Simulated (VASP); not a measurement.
Input:

```yaml
crystal:
  lattice:
    - [0.00000, 2.55014, 2.55014]
    - [2.55014, 0.00000, 2.55014]
    - [2.55014, 2.55014, 0.00000]
  atoms:
    - { symbol: Hf, position: [0.00000, 0.00000, 0.00000] }
    - { symbol: O, position: [0.25000, 0.25000, 0.25000] }
    - { symbol: O, position: [0.75000, 0.75000, 0.75000] }
```

The numbers are results of revTPSS meta-GGA, VASP's PBE PAW potentials (set 64) (plane waves; VASP 6.6.1), not measurements. Settings: 520 eV cut-off, 8×8×8 Γ-centred mesh, Gaussian smearing of 0.050 eV, potentials Hf_pv O.

Unless said otherwise, spin-orbit coupling is left out, though it shifts the bands of the heavy elements here.

Task: Predict the energy per atom (σ→0), pressure, band gap (on the k-mesh) with the smallest direct gap where there is one.

Result: 
The band gap (on the k-mesh) comes out as 3.72 eV and the smallest direct gap (on the k-mesh) is 3.72 eV. The energy per atom (σ→0) comes out as 1.177 eV/atom and the pressure comes out as -7.38 GPa.

The compound is HfO2 in the fluorite structure, the high-temperature cubic form, which is unstable at 0 K; the monoclinic form is the stable one. This cell is one point of a volume scan, at 1.03 of the reference volume.
